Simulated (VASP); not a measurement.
Computed with PBE GGA, VASP's PBE PAW potentials (set 64) (plane waves; VASP).

Input for VASP

**INCAR**
```
! general
SYSTEM  =Ta
PREC    =Accurate
ENCUT   =300
LREAL   =.FALSE.
LASPH   =.TRUE.

! electronic loop
EDIFF   =1E-8
NELM    =100
ALGO    =Normal
LMAXMIX =6

! smearing
ISMEAR  =0
SIGMA   =0.2

! functional
GGA     =PE

! ions
IBRION  =8
NSW     =1
ISIF    =2

! output
LWAVE   =.FALSE.
LCHARG  =.FALSE.

! other
LEPSILON=.FALSE.
```

### KPOINTS
```
Automatic mesh
0
Gamma
13 13 13
0 0 0
```

### POSCAR
```
Ta
5.9254840
  0.0000000000   0.5000000000   0.5000000000
  0.5000000000   0.0000000000   0.5000000000
  0.5000000000   0.5000000000   0.0000000000
Ta
2
Cart
  0.7500000000   0.7500000000   0.7500000000
  0.5000000000   0.5000000000   0.5000000000
```

POTCAR, in this order: Ta_pv (PBE.64 set). Program: vasp_std.

At this cut-off the stress carries a Pulay error, which pulls relaxed volumes low. Unless said otherwise, spin-orbit coupling is left out, though it shifts the bands of the heavy elements here.

Estimate the energy per atom (σ→0), pressure, band gap (on the k-mesh).

```
Property                                                     Value
------------------------  ----------------------------------------
energy per atom (σ→0)                           -856.3 kJ/mol-atom
band gap (on the k-mesh)  none (metal, semimetal or under 0.01 eV)
pressure                                                  6.97 GPa
```

File OSZICAR:
```
...
RMM:   7    -0.175342687949E+00    0.54322E-05    0.43928E-08 19256   0.544E-03    0.888E-04
RMM:   8    -0.175348501245E+00   -0.58133E-05   -0.54376E-07 19534   0.160E-03    0.404E-04
RMM:   9    -0.175351939226E+00   -0.34380E-05   -0.16957E-07 17789   0.709E-04    0.497E-05
RMM:  10    -0.175352099535E+00   -0.16031E-06   -0.12316E-07 19858   0.310E-04    0.277E-05
RMM:  11    -0.175352261083E+00   -0.16155E-06   -0.97314E-09 19839   0.169E-04    0.109E-05
RMM:  12    -0.175352376845E+00   -0.11576E-06   -0.16738E-08 19089   0.998E-05    0.470E-06
RMM:  13    -0.175352384262E+00   -0.74165E-08    0.53737E-08 20271   0.690E-05    0.376E-06
 Linear response finished
```

The structure was generated: Ta was put into an ordered model structure, which need not be its known phase. The cell was not relaxed at this level. The run is one of a series of settings (EDIFF = 1E-8, IBRION = 8, LEPSILON = .FALSE., NSW = 1 against the base run), some of them coarse on purpose.
